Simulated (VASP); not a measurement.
A convergence study with VASP on TbN (space group Fm-3m): a few settings are varied, all else stays as given below, so the limit is that of these other settings.

```
TbN
1.0
    0.00000     2.46267     2.46267
    2.46267     0.00000     2.46267
    2.46267     2.46267     0.00000
Tb N
1 1
Direct
  0.50000   0.50000   0.50000
  0.00000   0.00000   0.00000
```

All values below come from PBEsol GGA, VASP's PBE PAW potentials (set 64) (plane waves; VASP). The last row used: 700 eV cut-off, 16×16×16 Γ-centred mesh, second-order Methfessel-Paxton smearing of 0.40 eV, potentials Tb_3 N.

The 4f electrons are frozen in the core of the lanthanide potential, so 4f levels, which can set the real gap, and their magnetism are missing.

```csv
setting,E (eV/atom),pressure (GPa),irreducible k-points
"ISMEAR = -1, SIGMA = 0.01, 5×5×5 mesh",-8.5816,-3.35,10
"ISMEAR = -1, SIGMA = 0.2, 5×5×5 mesh",?,-3.89,10
"ISMEAR = 0, SIGMA = 0.01, 5×5×5 mesh",-8.5816,-3.32,10
"ISMEAR = 0, SIGMA = 0.2, 5×5×5 mesh",-8.5823,-3.59,10
"ISMEAR = 1, SIGMA = 0.01, 5×5×5 mesh",-8.5816,-3.32,10
"ISMEAR = 1, SIGMA = 0.2, 5×5×5 mesh",-8.5820,-3.51,10
"ISMEAR = 2, SIGMA = 0.01, 5×5×5 mesh",-8.5816,-3.32,10
"ISMEAR = 2, SIGMA = 0.2, 5×5×5 mesh",-8.5817,-3.52,10
"ISMEAR = -1, SIGMA = 0.05, 10×10×10 mesh",-8.5968,-3.88,47
"ISMEAR = -1, SIGMA = 0.2, 10×10×10 mesh",-8.5955,-3.97,47
"ISMEAR = 0, SIGMA = 0.05, 10×10×10 mesh",-8.5969,-3.88,47
"ISMEAR = 0, SIGMA = 0.2, 10×10×10 mesh",-8.5968,-3.89,47
"ISMEAR = 1, SIGMA = 0.05, 10×10×10 mesh",-8.5969,-3.89,47
"ISMEAR = 1, SIGMA = 0.2, 10×10×10 mesh",-8.5969,-3.85,47
"ISMEAR = 2, SIGMA = 0.05, 10×10×10 mesh",-8.5969,-3.89,47
"ISMEAR = 2, SIGMA = 0.2, 10×10×10 mesh",-8.5969,-3.86,47
"ISMEAR = -1, SIGMA = 0.05, 16×16×16 mesh",-8.5974,-3.90,145
"ISMEAR = -1, SIGMA = 0.4, 16×16×16 mesh",-8.5819,-4.02,145
"ISMEAR = 0, SIGMA = 0.05, 16×16×16 mesh",-8.5974,-3.90,145
"ISMEAR = 0, SIGMA = 0.4, 16×16×16 mesh",-8.5968,?,145
"ISMEAR = 1, SIGMA = 0.05, 16×16×16 mesh",-8.5974,-3.89,145
"ISMEAR = 1, SIGMA = 0.4, 16×16×16 mesh",-8.5977,-3.90,145
"ISMEAR = 2, SIGMA = 0.05, 16×16×16 mesh",-8.5974,-3.89,145
"ISMEAR = 2, SIGMA = 0.4, 16×16×16 mesh",-8.5975,-3.88,145
```

**Question.** Complete the blanks.

**Answer.** 
- ISMEAR = -1, SIGMA = 0.2, 5×5×5 mesh, E (eV/atom): -8.5831
- ISMEAR = 0, SIGMA = 0.4, 16×16×16 mesh, pressure (GPa): -3.95

Left out are rungs that failed or repeat a setting and relaxations that didn't move; long series are thinned to 24 rows.

The structure comes from a computed database's TbN entry (Fm-3m); how it stands against other phases isn't given here. The cell was not relaxed at this level.
